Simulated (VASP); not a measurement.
These are RPBE GGA, VASP's PBE PAW potentials (set 64) (plane waves; VASP) values and carry that method's errors.

The input files of a VASP run:

**KPOINTS**
```
K-points
0
gamma
  1 1 1
0 0 0
```

INCAR:
```
! general
SYSTEM   =  Pb atom
PREC     =  Normal
ENCUT    =  520
LREAL    =  .FALSE.
LASPH    =  .TRUE.
ISYM     =  0

! electronic loop
EDIFF    =  1E-6
NELM     =  200
ALGO     =  All
LMAXMIX  =  4

! smearing
ISMEAR   =  0
SIGMA    =  0.01

! functional
GGA      =  RP

! spin
ISPIN    =  2
MAGMOM   =  2
NUPDOWN  =  2

! output
LWAVE    =  .FALSE.
LCHARG   =  .FALSE.
LORBIT   =  10
```

File POSCAR:
```
Pb atom
12.0
  1.0000000000   0.0000000000   0.0000000000
  0.0000000000   1.0416666667   0.0000000000
  0.0000000000   0.0000000000   1.0833333333
Pb
1
Cart
  0.0000000000   0.0000000000   0.0000000000
```

POTCAR, in this order: Pb_d (PBE.64 set). Program: vasp_gam. Read from the step before: WAVECAR.

What VASP printed:

File OSZICAR:
```
       N       E                     dE             d eps       ncg     rms           ort
SDA:   1    -0.643397418826E+00   -0.64340E+00    0.00000E+00    12   0.837E-02   0.000E+00
CGA:   2    -0.644929888083E+00   -0.15325E-02   -0.15307E-02    12   0.434E-02  -0.107E-03
CGA:   3    -0.645632926915E+00   -0.70304E-03   -0.70372E-03    12   0.600E-03   0.249E-04
CGA:   4    -0.645820237894E+00   -0.18731E-03   -0.18816E-03    12   0.205E-03  -0.867E-05
CGA:   5    -0.645881080765E+00   -0.60843E-04   -0.66687E-04    12   0.198E-03  -0.462E-04
CGA:   6    -0.645914043007E+00   -0.32962E-04   -0.32889E-04    12   0.807E-04  -0.216E-04
SDA:   7    -0.645950986773E+00   -0.36944E-04   -0.37062E-04    12   0.102E-03  -0.309E-04
 trl   8    -0.645907526652E+00    0.43460E-04   -0.45838E-04    12   0.102E-03  -0.242E-03
SDA:   9    -0.645992029360E+00   -0.41043E-04   -0.45838E-04    12   0.180E-03  -0.618E-04
SDA:  10    -0.646041536460E+00   -0.49507E-04   -0.48707E-04    12   0.154E-03  -0.654E-04
SDA:  11    -0.646136743346E+00   -0.95207E-04   -0.96602E-04    12   0.408E-03  -0.103E-03
SDA:  12    -0.646249191631E+00   -0.11245E-03   -0.21735E-03    12   0.210E-02  -0.575E-03
SDA:  13    -0.646909971895E+00   -0.66078E-03   -0.65125E-03    12   0.230E-02  -0.139E-02
SDA:  14    -0.649192873738E+00   -0.22829E-02   -0.22324E-02    12   0.130E-01  -0.304E-02
SDA:  15    -0.659181640144E+00   -0.99888E-02   -0.10118E-01    12   0.223E-01  -0.963E-02
SDA:  16    -0.666683506617E+00   -0.75019E-02   -0.86955E-02    12   0.256E-01  -0.162E-01
CGA:  17    -0.671871073799E+00   -0.51876E-02   -0.51351E-02    12   0.171E-02  -0.231E-03
CGA:  18    -0.673173746300E+00   -0.13027E-02   -0.13138E-02    12   0.338E-03  -0.153E-04
CGA:  19    -0.673338088478E+00   -0.16434E-03   -0.16492E-03    12   0.107E-03   0.123E-05
CGA:  20    -0.673369090498E+00   -0.31002E-04   -0.32781E-04    12   0.302E-04   0.934E-05
CGA:  21    -0.673383272298E+00   -0.14182E-04   -0.14111E-04    12   0.841E-05   0.105E-05
CGA:  22    -0.673387343396E+00   -0.40711E-05   -0.41556E-05    12   0.576E-05  -0.101E-05
CGA:  23    -0.673388383658E+00   -0.10403E-05   -0.12358E-05    12   0.147E-05   0.989E-06
SDA:  24    -0.673388768872E+00   -0.38521E-06   -0.45713E-06    12   0.889E-06   0.552E-06
   1 F= -.67338877E+00 E0= -.67338877E+00  d E =-.304004E-14  mag=     2.0000
```

**OUTCAR**
```
------------------------ aborting loop because EDIFF is reached ----------------------------------------
  FORCE on cell =-STRESS in cart. coord.  units (eV):
  Direction    XX          YY          ZZ          XY          YZ          ZX
  --------------------------------------------------------------------------------------
  Total        0.0049189      0.0099014      0.0078789     -0.0040582      0.0004780      0.0000029
  in kB        0.0040415      0.0081353      0.0064735     -0.0033343      0.0003927      0.0000024
  external PRESSURE =       0.0062168 kB  Pullay stress =       0.0000000 kB
  volume of cell :     1950.00
      direct lattice vectors                 reciprocal lattice vectors
    12.000000000  0.000000000  0.000000000     0.083333333  0.000000000  0.000000000
     0.000000000 12.500000000  0.000000000     0.000000000  0.080000000  0.000000000
     0.000000000  0.000000000 13.000000000     0.000000000  0.000000000  0.076923077
 POSITION                                       TOTAL-FORCE (eV/Angst)
 -----------------------------------------------------------------------------------
      0.00000      0.00000      0.00000        -0.000000      0.000000      0.000000
 -----------------------------------------------------------------------------------
    total drift:                               -0.000000      0.000000      0.000000
  FREE ENERGIE OF THE ION-ELECTRON SYSTEM (eV)
  ---------------------------------------------------
  free  energy   TOTEN  =        -0.6733887689 eV

  energy  without entropy=       -0.6733887689  energy(sigma->0) =       -0.67338877

 total charge

# of ion       s       p       d       tot
------------------------------------------
    1        1.411   0.663   9.797  11.871

 magnetization (x)

# of ion       s       p       d       tot
------------------------------------------
    1       -0.006   0.663  -0.009   0.648
```
(Selected blocks of OUTCAR.)

The atom may not be in its lowest state.

The cell is a free atom in a box.
